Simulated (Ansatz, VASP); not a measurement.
**Two plane-wave programs on Be4InCu**

File INCAR:

```
ALGO = Normal
EDIFF = 1E-7
ENCUT = 520
GGA = PE
ISIF = 2
ISMEAR = -1
LASPH = True
LCHARG = False
LREAL = False
LWAVE = False
NBANDS = 25
NELM = 60
PREC = Accurate
SIGMA = 0.05
```

The input KPOINTS:

```
k-points
0
Gamma
  7 7 7
```

POSCAR

```
Be4InCu
1.0
    0.0000000000      3.1920400000      3.1920400000
    3.1920400000      0.0000000000      3.1920400000
    3.1920400000      3.1920400000      0.0000000000
In Cu Be
1 1 4
Direct
    0.0000000000      0.0000000000      0.0000000000
    0.2500000000      0.2500000000      0.2500000000
    0.1289039900      0.6236986700      0.6236986700
    0.6236986700      0.6236986700      0.6236986700
    0.6236986700      0.6236986700      0.1289039900
    0.6236986700      0.1289039900      0.6236986700
```

input.yaml

```yaml
crystal:
  lattice:
    - [0.0, 3.19204, 3.19204]
    - [3.19204, 0.0, 3.19204]
    - [3.19204, 3.19204, 0.0]
  atoms:
    - { symbol: In, position: [0.0, 0.0, 0.0] }
    - { symbol: Cu, position: [0.25, 0.25, 0.25] }
    - { symbol: Be, position: [0.12890399, 0.62369867, 0.62369867] }
    - { symbol: Be, position: [0.62369867, 0.62369867, 0.62369867] }
    - { symbol: Be, position: [0.62369867, 0.62369867, 0.12890399] }
    - { symbol: Be, position: [0.62369867, 0.12890399, 0.62369867] }
hamiltonian:
  xc: pbe
  pseudopotentials: { kind: paw }
kpoints:
  mp_grid: { grid: [7, 7, 7] }
scf:
  occupations: { method: fermi_dirac, width: 0.05 }
output:
  forces: true
  stress: true
  eigenvalues: true
  write_density: true
  write_potential: true
  elf: true
  volumetric_format: npy
```

The cell comes from a database or a generator and needn't be the stable form of this composition.

Alike in both runs: task single point; functional PBE; k mesh 7 × 7 × 7; occupations fermi-dirac, width 0.05 eV; no spin polarisation.

|  | VASP | Ansatz |
| --- | --- | --- |
| version | VASP 6.6.1 | Ansatz 0.2.0 |
| potentials or method | VASP PAW PBE potentials, release 64 (In_d, Cu, Be) | Ansatz PAW |
| plane-wave cutoff (eV) | 520 | 420 |
| valence electrons in the cell | 32 | 40 |

|  | VASP | Ansatz | Ansatz less VASP |
| --- | --- | --- | --- |
| gap on the k mesh at the Fermi level (eV) | none | none | - |
| pressure (GPa) | 0.8 | 0.7 | -0.11 |
| rms of the force components (eV/Å) | 0.018 | 0.019 | +0.0010 |

Atom by atom the forces differ by 0.001 eV/Å (rms over components). A gap of «none» marks a metal or a gap that the smearing closes. With one functional, cell and mesh, what is left measures potentials, basis and numerics. The two sets of potentials don't hold the same shells in valence.
